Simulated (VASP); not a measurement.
# Ti2TeS (P-6m2) in VASP: a series of runs

The runs below take Ti2TeS through relaxation of cell and atoms, with PBE.

Program: VASP 6.6.1. These are calculated values, not measurements. Logs are shortened: lines on timing, memory, paths and dates and some standing lists are left out, and cuts for length are marked.

## (1) Starting point

It takes space group P-6m2 (No. 187, hexagonal). The conventional cell has a = 3.700 Å, b = 3.700 Å, c = 6.950 Å, α = 90.00°, β = 90.00°, γ = 120.00°. Ti (site symmetry 3m) has 3 S at 2.67 Å and 3 Te at 2.84 Å as nearest neighbours. Te (site symmetry -6m2) is surrounded by 6 Ti at 2.84 Å. S (site symmetry -6m2) has 6 Ti at 2.67 Å as nearest neighbours.

The cell was built by a generator and needn't be a form met in nature.

## (2) Relaxation of cell and atoms, PBE

INCAR reads:

```
SYSTEM = Ti2TeS
PREC = Normal
ENCUT = 520
EDIFF = 1E-4
ISMEAR = 0
SIGMA = 0.15
LREAL = .FALSE.
LASPH = .TRUE.
NELM = 60
ALGO = Fast
ISIF = 3
LWAVE = .FALSE.
LCHARG = .FALSE.
GGA = PE
IBRION = 2
NSW = 24
EDIFFG = -0.08
```

KPOINTS reads:

```
Automatic mesh
0
G
  5 5 3
  0 0 0
```

POSCAR reads:

```
Ti2TeS
1.0
    3.7000000000      0.0000000000      0.0000000000
   -1.8500000000      3.2042939900      0.0000000000
    0.0000000000      0.0000000000      6.9500000000
Ti Te S
2 1 1
Direct
    0.3333333300      0.6666666700      0.7300000000
    0.3333333300      0.6666666700      0.2700000000
    0.6666666700      0.3333333300      0.0000000000
    0.0000000000      0.0000000000      0.5000000000
```

Potentials or basis: VASP PAW PBE potentials, release 64 (Ti_sv, Te, S).

The run is started by

```console
$ cat potpaw_PBE.64/Ti_sv/POTCAR potpaw_PBE.64/Te/POTCAR potpaw_PBE.64/S/POTCAR > POTCAR
$ mpirun -np 1 vasp_std > vasp.out
```

OUTCAR:

```text
SYSTEM = Ti2TeS
   PREC = Normal
   ENCUT = 520
   EDIFF = 1E-4
   ISMEAR = 0
   LREAL = .FALSE.
   LASPH = .TRUE.
   NELM = 60
   ISIF = 3
   GGA = PE
   IBRION = 2
   NSW = 24
   EDIFFG = -0.08

 ion  position               nearest neighbor table
   1  0.333  0.667  0.730-   4 2.67   4 2.67   4 2.67   3 2.84   3 2.84   3 2.84
   2  0.333  0.667  0.270-   4 2.67   4 2.67   4 2.67   3 2.84   3 2.84   3 2.84
   3  0.667  0.333  0.000-   1 2.84   2 2.84   1 2.84   2 2.84   1 2.84   2 2.84
   4  0.000  0.000  0.500-   1 2.67   2 2.67   1 2.67   2 2.67   1 2.67   2 2.67

  LATTYP: Found a hexagonal cell.
 ALAT       =     3.7000000000
 C/A-ratio  =     1.8783783784

  Lattice vectors:

 A1 = (   3.7000000000,   0.0000000000,   0.0000000000)
 A2 = (  -1.8500000000,   3.2042939900,   0.0000000000)
 A3 = (   0.0000000000,   0.0000000000,   6.9500000000)

Analysis of symmetry for initial positions (statically):
=====================================================================
 Subroutine PRICEL returns:
 Original cell was already a primitive cell.

 Routine SETGRP: Setting up the symmetry group for a
 hexagonal supercell.

 Subroutine GETGRP returns: Found 12 space group operations
 (whereof 12 operations were pure point group operations)
 out of a pool of 24 trial point group operations.

The static configuration has the point symmetry D_3h.

Analysis of symmetry for dynamics (positions and initial velocities):
=====================================================================
 Subroutine PRICEL returns:
 Original cell was already a primitive cell.

 Routine SETGRP: Setting up the symmetry group for a
 hexagonal supercell.

 Subroutine GETGRP returns: Found 12 space group operations
 (whereof 12 operations were pure point group operations)
 out of a pool of 24 trial point group operations.

The dynamic configuration has the point symmetry D_3h.

 Subroutine INISYM returns: Found 12 space group operations
 (whereof 12 operations are pure point group operations),
 and found     1 'primitive' translations

----------------------------------------------------------------------------------------

                                     Primitive cell

  volume of cell :      82.3984

  direct lattice vectors                    reciprocal lattice vectors
     3.700000000  0.000000000  0.000000000     0.270270270  0.156040613  0.000000000
    -1.850000000  3.204293990  0.000000000     0.000000000  0.312081227  0.000000000
     0.000000000  0.000000000  6.950000000     0.000000000  0.000000000  0.143884892

  length of vectors
     3.700000000  3.699999997  6.950000000     0.312081227  0.312081227  0.143884892

  position of ions in fractional coordinates (direct lattice)
     0.333333330  0.666666670  0.730000000
     0.333333330  0.666666670  0.270000000
     0.666666670  0.333333330  0.000000000
     0.000000000  0.000000000  0.500000000

  ion indices of the primitive-cell ions
   primitive index   ion index
                 1           1
                 2           2
                 3           3
                 4           4

----------------------------------------------------------------------------------------

 KPOINTS: Automatic mesh

Automatic generation of k-mesh.
 Grid dimensions read from file:
 generate k-points for:    5    5    3

 Generating k-lattice:

  Cartesian coordinates                     Fractional coordinates (reciprocal lattice)
     0.054054054  0.031208123  0.000000000     0.200000000  0.000000000  0.000000000
     0.000000000  0.062416245  0.000000000     0.000000000  0.200000000  0.000000000
     0.000000000  0.000000000  0.047961631     0.000000000  0.000000000  0.333333333

  Length of vectors
     0.062416245  0.062416245  0.047961631

  Shift w.r.t. Gamma in fractional coordinates (k-lattice)
     0.000000000  0.000000000  0.000000000

 Subroutine IBZKPT returns following result:
 ===========================================

 Found     10 irreducible k-points:

 Following reciprocal coordinates:
            Coordinates               Weight
  0.000000  0.000000  0.000000      1.000000
  0.200000  0.000000  0.000000      6.000000
  0.400000  0.000000  0.000000      6.000000
  0.200000  0.200000  0.000000      6.000000
  0.400000  0.200000  0.000000      6.000000
  0.000000  0.000000  0.333333      2.000000
  0.200000  0.000000  0.333333     12.000000
  0.400000  0.000000  0.333333     12.000000
  0.200000  0.200000  0.333333     12.000000
  0.400000  0.200000  0.333333     12.000000
   k-points           NKPTS =     10   k-points in BZ     NKDIM =     10   number of bands    NBANDS=     22
   number of dos      NEDOS =    301   number of ions     NIONS =      4
   total plane-waves  NPLWV =  23040
   dimension x,y,z NGX =    24 NGY =   24 NGZ =   40
   dimension x,y,z NGXF=    48 NGYF=   48 NGZF=   80
   ions per type =               2   1   1
   NGX,Y,Z   is equivalent  to a cutoff of  10.78, 10.78,  9.57 a.u.
   NGXF,Y,Z  is equivalent  to a cutoff of  21.57, 21.57, 19.14 a.u.
 SYSTEM =  Ti2TeS
   PREC   = normal    normal or accurate (medium, high low for compatibility)
   ISTART =      0    job   : 0-new  1-cont  2-samecut
   ICHARG =      2    charge: 1-file 2-atom 10-const
   ISPIN  =      1    spin polarized calculation?
   LNONCOLLINEAR =      F non collinear calculations
   LSORBIT =      F    spin-orbit coupling
   LASPH  =      T    aspherical Exc in radial PAW
   ENCUT  =  520.0 eV  38.22 Ry    6.18 a.u.   6.88  6.88 12.92*2*pi/ulx,y,z
   NELM   =     60;   NELMIN=  2; NELMDL= -5     # of ELM steps
   EDIFF  = 0.1E-03   stopping-criterion for ELM
   LREAL  =      F    real-space projection
   EDIFFG = -.8E-01   stopping-criterion for IOM
   NSW    =     24    number of steps for IOM
   IBRION =      2    ionic relax: 0-MD 1-quasi-New 2-CG
   NFREE  =      1    steps in history (QN), initial steepest desc. (CG)
   ISIF   =      3    stress and relaxation
   ISYM   =      2    0-nonsym 1-usesym 2-fastsym
   POTIM  = 0.5000    time-step for ionic-motion
   TEBEG  =    0.0;   TEEND  =   0.0 temperature during run
   PSTRESS=    0.0 pullay stress
   NELECT =      36.0000    total number of electrons
   NUPDOWN=      -1.0000    fix difference up-down
   EMIN   =  10.00;   EMAX   =-10.00  energy-range for DOS
   EFERMI =   0.00;   METHOD = LEGACY
   ISMEAR =     0;   SIGMA  =   0.15  broadening in eV -4-tet -1-fermi 0-gaus
   EFERMI_NEDOS =   21; number of points for ismear=-14 and -15
   IALGO  =     68    algorithm
   IMIX   =      4    mixing-type and parameters
     AMIX     =   0.40;   BMIX     =  1.00
     AMIX_MAG =   1.60;   BMIX_MAG =  1.00
  volume/ion in A,a.u.               =      20.60       139.01
  Fermi-wavevector in a.u.,A,eV,Ry     =   1.242232  2.347478 20.995698  1.543140
  Thomas-Fermi vector in A             =   2.376595
   LORBIT       =      0    0 simple, 1 ext, 2 COOP (PROOUT), +10 PAW based schemes
   GGA     = PE    functional components
   LHFCALC =     F    Hartree Fock is set to
   AEXX    =    0.0000 exact exchange contribution
   IVDW    =     0    specifies the selected vdW correction
   LEPSILON=     F    determine dielectric tensor
   LRPA    =     F    only Hartree local field effects (RPA)
 conjugate gradient relaxation of ions
 non-spin polarized calculation
 RMM-DIIS sequential band-by-band and
 Gauss-broadening in eV      SIGMA  =   0.15
  energy-cutoff  :      520.00
  volume of cell :       82.40
 maximum number of plane-waves:      2226
   NGX = 13   NGY = 13   NGZ = 25

--------------------------------------- Ionic step        1  -------------------------------------------

 number of electron      36.0000002 magnetization

 Free energy of the ion-electron system (eV)
  ---------------------------------------------------
  ext. energy  EPLUGINS =         0.00000000
  ---------------------------------------------------
  free energy    TOTEN  =       -26.31847767 eV

  energy without entropy =      -26.27071523  energy(sigma->0) =      -26.29459645

------------------------ aborting loop because EDIFF is reached ----------------------------------------

  FORCE on cell =-STRESS in cart. coord.  units (eV):
  Direction    XX          YY          ZZ          XY          YZ          ZX
  --------------------------------------------------------------------------------------
  -------------------------------------------------------------------------------------
  Total       -5.3531011     -5.3531011     -4.6160271      0.0000000      0.0000000      0.0000000
  in kB     -104.0871568   -104.0871565    -89.7552893      0.0000000      0.0000000      0.0000000
  external PRESSURE =     -99.3098675 kB  Pullay stress =       0.0000000 kB
[... 23 lines left out ...]
  energy  without entropy=      -26.2707152273  energy(sigma->0) =      -26.29459645

--------------------------------------- Ionic step        2  -------------------------------------------

 number of electron      35.9999971 magnetization

 E-fermi :  10.5464     XC(G=0): -11.5199

 val. band max:       10.5384926858   @ k =   0.0000   0.0000   0.3333
 cond. band min:      10.6146306688   @ k =   0.2000   0.2000   0.3333
 fundamental gap:      0.0761379829
 Fermi energy:        10.5463595913

 k-point     1 :       0.0000    0.0000    0.0000
  band No.  band energies     occupation
      1     -46.6358      2.00000
      2     -46.6159      2.00000
      3     -23.0601      2.00000
      4     -22.9132      2.00000
      5     -22.9132      2.00000
      6     -22.8913      2.00000
[... 308 lines left out ...]
  FREE ENERGIE OF THE ION-ELECTRON SYSTEM (eV)
  ---------------------------------------------------
  free  energy   TOTEN  =       -26.6791698829 eV

  energy  without entropy=      -26.6416053427  energy(sigma->0) =      -26.66038761

[... ionic steps 4 to 8 ...]

--------------------------------------- Ionic step        9  -------------------------------------------

 number of electron      35.9999995 magnetization

------------------------ aborting loop because EDIFF is reached ----------------------------------------

  FORCE on cell =-STRESS in cart. coord.  units (eV):
  Direction    XX          YY          ZZ          XY          YZ          ZX
  --------------------------------------------------------------------------------------
  -------------------------------------------------------------------------------------
  Total       -0.1745215     -0.1745215     -0.0672685      0.0000000      0.0000000      0.0000000
  in kB       -3.8891848     -3.8891848     -1.4990680      0.0000000      0.0000000      0.0000000
  external PRESSURE =      -3.0924792 kB  Pullay stress =       0.0000000 kB
[... 61 lines left out ...]
  energy  without entropy=      -26.7338518471  energy(sigma->0) =      -26.75050337

--------------------------------------- Ionic step       11  -------------------------------------------

 number of electron      36.0000000 magnetization

 Free energy of the ion-electron system (eV)
  ---------------------------------------------------
  ext. energy  EPLUGINS =         0.00000000
  ---------------------------------------------------
  free energy    TOTEN  =       -26.76775443 eV

  energy without entropy =      -26.73570287  energy(sigma->0) =      -26.75172865

 E-fermi :   9.8730     XC(G=0): -11.2878

 val. band max:        9.8202667447   @ k =   0.2000   0.0000   0.0000
 cond. band min:       9.8930605396   @ k =   0.2000   0.2000   0.3333
 fundamental gap:      0.0727937949
 Fermi energy:         9.8729572406

 k-point     1 :       0.0000    0.0000    0.0000
  band No.  band energies     occupation
      1     -47.3879      2.00000
      2     -47.3744      2.00000
      3     -23.8006      2.00000
      4     -23.6481      2.00000
      5     -23.6229      2.00000
      6     -23.6229      2.00000
[... 270 lines left out ...]
  FREE ENERGIE OF THE ION-ELECTRON SYSTEM (eV)
  ---------------------------------------------------
  free  energy   TOTEN  =       -26.7677544337 eV

  energy  without entropy=      -26.7357028653  energy(sigma->0) =      -26.75172865

 reached required accuracy - stopping structural energy minimisation
```

Run time: 94 s. Hardware: 1 thread of AMD EPYC 9R14 (Zen 4), shared host; peak memory 0.14 GiB.

What came out:

* Free energy: -26.7678 eV
* Relaxed volume: 17.92 Å³/atom
* Relaxed cell: a = 3.443 Å, b = 3.443 Å, c = 6.983 Å, α = 90.00°, β = 90.00°, γ = 120.00°
* Space group after relaxing (to 0.05 Å): P-6m2 (No. 187)
* Energy gained by relaxing: 112.3 meV/atom
* Ionic steps: 11
* Pressure after relaxing: -0.1 GPa
* Largest force after relaxing: 0.005 eV/Å
* Band gap on the k mesh: none (metal or under the smearing width)

Forces on the atoms (eV/Å):
```
Ti   0.000  0.000  0.005
Ti   0.000  0.000 -0.005
Te   0.000  0.000  0.000
S    0.000  0.000  0.000
```

Step by step:
```tsv
step	energy change (eV)	largest force (eV/Å)	pressure (GPa)	volume (Å³)
1	0.0000	0.6556	-9.93	82.40
2	-0.2605	0.5096	8.40	68.09
3	-0.3607	0.6086	0.28	72.52
4	-0.3610	0.6337	0.44	72.31
5	-0.4217	0.2199	0.81	71.88
6	-0.4438	0.0593	0.92	71.45
7	-0.4453	0.1410	0.84	71.31
8	-0.4464	0.0125	-0.82	72.41
9	-0.4486	0.0823	-0.31	71.90
10	-0.4487	0.0856	-0.30	71.87
11	-0.4493	0.0051	-0.08	71.67
```

Final structure:
```cif
data_structure
_symmetry_space_group_name_H-M 'P 1'
_symmetry_Int_Tables_number 1
_cell_length_a 3.4425
_cell_length_b 3.4425
_cell_length_c 6.9830
_cell_angle_alpha 90.000
_cell_angle_beta 90.000
_cell_angle_gamma 120.000
_cell_volume 71.67
loop_
_atom_site_label
_atom_site_type_symbol
_atom_site_fract_x
_atom_site_fract_y
_atom_site_fract_z
_atom_site_occupancy
Ti1 Ti 0.33333 0.66667 0.71813 1
Ti2 Ti 0.33333 0.66667 0.28187 1
Te1 Te 0.66667 0.33333 0.00000 1
S1 S 0.00000 0.00000 0.50000 1
```

Caveat: the k mesh is coarse (spacing up to 0.39 Å⁻¹), so the values aren't converged; the relaxation stopped at a loose force limit of 0.08 eV/Å, so its end isn't a converged minimum.

## (3) Relaxation of cell and atoms, PBE

This run uses another cell than the first one, of 25.20 Å³/atom, 1.223 times its volume.

INCAR is that of step 2.

KPOINTS reads:

```
Automatic mesh
0
G
  5 5 2
  0 0 0
```

POSCAR reads:

```
Ti2TeS
1.0
    3.9592169300      0.0000000000      0.0000000000
   -1.9796084600      3.4287824400      0.0000000000
    0.0000000000      0.0000000000      7.4239803600
Ti Te S
2 1 1
Direct
    0.3333333300      0.6666666700      0.1419777900
    0.3333333300      0.6666666700      0.8580222100
    0.6666666700      0.3333333300      0.5000000000
    0.0000000000      0.0000000000      0.0000000000
```

Potentials or basis: VASP PAW PBE potentials, release 64 (Ti_sv, Te, S).

The run is started by

```console
$ cat potpaw_PBE.64/Ti_sv/POTCAR potpaw_PBE.64/Te/POTCAR potpaw_PBE.64/S/POTCAR > POTCAR
$ mpirun -np 1 vasp_std > vasp.out
```

It took 5 min on 1 thread of AMD EPYC 9R14 (Zen 4), shared host; peak memory 0.16 GiB.

Results (log left out):

| Quantity | Value |
| --- | --- |
| Free energy | -26.7223 eV |
| Relaxed volume | 17.84 Å³/atom |
| Relaxed cell | a = 3.416 Å, b = 3.416 Å, c = 7.061 Å, α = 90.00°, β = 90.00°, γ = 120.00° |
| Space group after relaxing (to 0.05 Å) | P-6m2 (No. 187) |
| Energy gained by relaxing | 699.1 meV/atom |
| Ionic steps | 14 |
| Pressure after relaxing | 0.3 GPa |
| Largest force after relaxing | 0.048 eV/Å |
| Band gap on the k mesh | none (metal or under the smearing width) |

Forces on the atoms (eV/Å):
```
Ti   0.000  0.000  0.048
Ti   0.000  0.000 -0.048
Te   0.000  0.000  0.000
S    0.000  0.000  0.000
```

Stress tensor (GPa, compression positive):
```
 0.71  0.00  0.00
 0.00  0.71  0.00
 0.00  0.00 -0.66
```

Step by step:
```csv
step,energy change (eV),largest force (eV/Å),pressure (GPa),volume (Å³)
1,0.0000,3.6258,-4.95,100.78
2,-1.3967,2.0109,-7.24,89.82
3,-2.6561,1.1128,-2.58,74.37
4,7.7780,15.4293,130.00,48.71
5,-2.4741,1.0945,0.42,72.95
6,-2.7304,0.8239,3.49,69.87
7,-1.1501,3.5106,35.37,58.70
8,-2.7216,0.8312,3.80,69.32
9,-2.4163,0.8472,12.00,63.87
10,-2.7194,0.6970,5.52,68.65
11,-2.6916,0.5133,-3.78,75.51
12,-2.7961,0.0639,-0.50,71.41
13,-2.7962,0.1045,-0.01,71.30
14,-2.7965,0.0484,0.25,71.35
```

Final structure:
```cif
data_structure
_symmetry_space_group_name_H-M 'P 1'
_symmetry_Int_Tables_number 1
_cell_length_a 3.4160
_cell_length_b 3.4160
_cell_length_c 7.0605
_cell_angle_alpha 90.000
_cell_angle_beta 90.000
_cell_angle_gamma 120.000
_cell_volume 71.35
loop_
_atom_site_label
_atom_site_type_symbol
_atom_site_fract_x
_atom_site_fract_y
_atom_site_fract_z
_atom_site_occupancy
Ti1 Ti 0.33333 0.66667 0.21757 1
Ti2 Ti 0.33333 0.66667 0.78243 1
Te1 Te 0.66667 0.33333 0.50000 1
S1 S 0.00000 0.00000 0.00000 1
```

Levels at points of the mesh, in eV from the Fermi level:
```
           k point  band 16  band 17  band 18  band 19  band 20  band 21
(0.00, 0.00, 0.00)    -0.06    -0.06     0.11     0.11     0.34     0.34
(0.00, 0.00, 0.50)    -0.98    -0.84     0.24     0.24     0.78     0.78
```

Caveat: the k mesh is coarse (spacing up to 0.42 Å⁻¹), so the values aren't converged; the volume moved by over 15 % at a fixed basis, so the end points are rough; the relaxation stopped at a loose force limit of 0.08 eV/Å, so its end isn't a converged minimum.
